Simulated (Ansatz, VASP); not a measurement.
**Two plane-wave programs on Ge2Sb3O**

```xyz
6
Lattice="3.3651 0.0000 0.0000 0.0000 3.3651 0.0000 0.0000 0.0000 10.9748" Properties=species:S:1:pos:R:3 pbc="T T T"
Ge    0.0000    0.0000    3.4807
Ge    0.0000    0.0000    7.4941
Sb    1.6826    1.6826    1.4489
Sb    1.6826    1.6826    5.4874
Sb    1.6826    1.6826    9.5260
O     0.0000    0.0000    0.0000
```

Change from the starting cell: species swapped into the Al3Ni2Pt type (P4/mmm, No. 123).

Alike in both runs: functional PBE; k mesh 12 × 12 × 4; occupations gaussian, width 0.1 eV; no spin polarisation.

Ansatz relaxed the structure, and its values are those at the end. VASP's run is a single point on that final structure, the one shown.

```csv
,VASP,Ansatz
version,VASP 6.6.1,Ansatz 0.2.0
potentials or method,"VASP PAW PBE potentials, release 64 (Ge_d, Sb, O)","scalar-relativistic, plane waves, PAW"
plane-wave cutoff (eV),520,420
valence electrons in the cell,49,79
```

VASP gave:

```
gap on the k mesh at the Fermi level (eV) : none
pressure (GPa)                            : -0.2
rms of the force components (eV/Å)        : 0.008
```

What did Ansatz give for the same quantities?

gap on the k mesh at the Fermi level (eV): none; pressure (GPa): 0.0; rms of the force components (eV/Å): 0.000.

A gap of «none» marks a metal or a gap that the smearing closes. The two sets of potentials don't hold the same shells in valence.

Caveats: an odd number of electrons without spin polarisation forces a metal; a magnetic or distorted state may lie lower. The runs have no spin-orbit coupling, so splittings on Sb are missing.
